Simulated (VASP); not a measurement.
Relaxed, unreconstructed slabs of Rh (fcc). These are PBEsol GGA, VASP's PBE PAW potentials (set 64) (plane waves; VASP) values and carry that method's errors.

Slab and bulk use different k-meshes, so the surface energy is good to a few per cent at best.

Order the faces (100) [6 atoms], (111) [5 atoms] by surface energy, lowest first.

(111) [5 atoms] (2.40 J/m²), (100) [6 atoms] (2.74 J/m²)

And what are their work functions?

(100) [6 atoms] 5.24 eV, (111) [5 atoms] 5.31 eV.

Runs of the series that failed, ran out of time, didn't relax or are held back are left out, and each face is given by its thickest slab.

The cell is a thin slab with vacuum, built from Rh (fcc).
